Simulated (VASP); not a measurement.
Method: vdW-DF-cx, VASP's PBE PAW potentials (set 64) (plane waves; VASP).

A VASP calculation is set up with these files.

INCAR:
```
SYSTEM = V
PREC = Accurate; ENCUT = 520; LREAL = .False.
LASPH = .True.
EDIFF = 1E-6; NELM = 100; ALGO = Normal
LMAXMIX = 4
ISMEAR = 1; SIGMA = 0.1
GGA = CX; LUSE_VDW = .True.; AGGAC = 0.0
IBRION = 2; NSW = 60; ISIF = 3
EDIFFG = -0.01
LWAVE = .False.; LCHARG = .False.
```

File KPOINTS:
```
Automatic mesh
0
Gamma
16 16 16
0 0 0
```

File POSCAR:
```
V
1
   -1.4802688729     1.4802688729     1.4802688729
    1.4802688729    -1.4802688729     1.4802688729
    1.4802688729     1.4802688729    -1.4802688729
V
1
Direct
  1.0000000000   0.0000000000   1.0000000000
```

POTCAR, in this order: V_sv (PBE.64 set). Program: vasp_std.

The run wrote:

### OSZICAR
```
       N       E                     dE             d eps       ncg     rms          rms(c)
DAV:   1     0.894515692280E+02    0.89452E+02   -0.73522E+03  2900   0.144E+03
DAV:   2    -0.617629366934E+01   -0.95628E+02   -0.93659E+02  2968   0.370E+02
DAV:   3    -0.759372340855E+01   -0.14174E+01   -0.14006E+01  3086   0.537E+01
DAV:   4    -0.760224917733E+01   -0.85258E-02   -0.85235E-02  2940   0.437E+00
DAV:   5    -0.760234956299E+01   -0.10039E-03   -0.10039E-03  3036   0.464E-01    0.199E+01
DAV:   6    -0.624554421037E+01    0.13568E+01   -0.53237E+00  2916   0.352E+01    0.218E+00
DAV:   7    -0.622542046866E+01    0.20124E-01   -0.25211E-02  2918   0.224E+00    0.107E+00
DAV:   8    -0.621744843029E+01    0.79720E-02   -0.70949E-03  2916   0.150E+00    0.798E-02
DAV:   9    -0.621748002086E+01   -0.31591E-04   -0.13377E-04  2934   0.192E-01    0.325E-02
DAV:  10    -0.621749123336E+01   -0.11213E-04   -0.12739E-05  2910   0.424E-02    0.132E-03
DAV:  11    -0.621749157234E+01   -0.33898E-06   -0.41590E-08  1472   0.345E-03
   1 F= -.62174916E+01 E0= -.62172815E+01  d E =-.621749E+01
```

**OUTCAR**
```
------------------------ aborting loop because EDIFF is reached ----------------------------------------
  FORCE on cell =-STRESS in cart. coord.  units (eV):
  Direction    XX          YY          ZZ          XY          YZ          ZX
  --------------------------------------------------------------------------------------
  Total        0.0071388      0.0071388      0.0071388     -0.0000000     -0.0000000      0.0000000
  in kB        0.8815602      0.8815602      0.8815602     -0.0000000     -0.0000000      0.0000000
  external PRESSURE =       0.8815602 kB  Pullay stress =       0.0000000 kB
  volume of cell :       12.97
      direct lattice vectors                 reciprocal lattice vectors
    -1.480268873  1.480268873  1.480268873     0.000000000  0.337776474  0.337776474
     1.480268873 -1.480268873  1.480268873     0.337776474  0.000000000  0.337776474
     1.480268873  1.480268873 -1.480268873     0.337776474  0.337776474  0.000000000
 POSITION                                       TOTAL-FORCE (eV/Angst)
 -----------------------------------------------------------------------------------
      0.00000      0.00000      0.00000        -0.000000      0.000000      0.000000
 -----------------------------------------------------------------------------------
    total drift:                                0.000000     -0.000000      0.000000
  FREE ENERGIE OF THE ION-ELECTRON SYSTEM (eV)
  ---------------------------------------------------
  free  energy   TOTEN  =        -6.2174915723 eV

  energy  without entropy=       -6.2168612717  energy(sigma->0) =       -6.21728147

 reached required accuracy - stopping structural energy minimisation
```
(Selected blocks of OUTCAR.)

The compound is V in the bcc structure. It was relaxed first, which changed the volume by -7 %. The start is the result of an earlier pass. The run is not spin-polarised, so no magnetic state was tried.
